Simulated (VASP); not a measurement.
Input:

```
BaTiO3
1.0
    3.98377     0.00000     0.00000
    0.00000     3.98377     0.00000
    0.00000     0.00000     3.98377
Ba Ti O
1 1 3
Direct
  0.00000   0.00000   0.00000
  0.50000   0.50000   0.50000
  0.50000   0.00000   0.50000
  0.00000   0.50000   0.50000
  0.50000   0.50000   0.00000
```

Calculation: TPSS meta-GGA, VASP's PBE PAW potentials (set 64) (plane waves; VASP). Settings: 520 eV cut-off, 5×5×5 Γ-centred mesh, Gaussian smearing of 0.050 eV, potentials Ba_sv Ti_sv O.

Energy and stress use the plane-wave basis of the starting cell.

The ions, cell shape and volume are relaxed. What does this cell relax into?

```
BaTiO3
1.0
    4.01555     0.00000     0.00000
    0.00000     4.01555     0.00000
    0.00000     0.00000     4.01555
Ba Ti O
1 1 3
Direct
  0.00000   0.00000   0.00000
  0.50000   0.50000   0.50000
  0.50000   0.00000   0.50000
  0.00000   0.50000   0.50000
  0.50000   0.50000   0.00000
```
Space group Pm-3m (221), at a tolerance of 0.03 Å.

How do energy and volume change from the first to the last step?

The energy (σ→0) changes by -4.1 meV/atom and the volume by +2.4 %, in 3 ionic steps.

The compound is BaTiO3 in the cubic perovskite structure, the ideal cubic form; the compound distorts at low or room temperature. This run relaxes it. Symmetry was kept, so distortions that lower it aren't found.
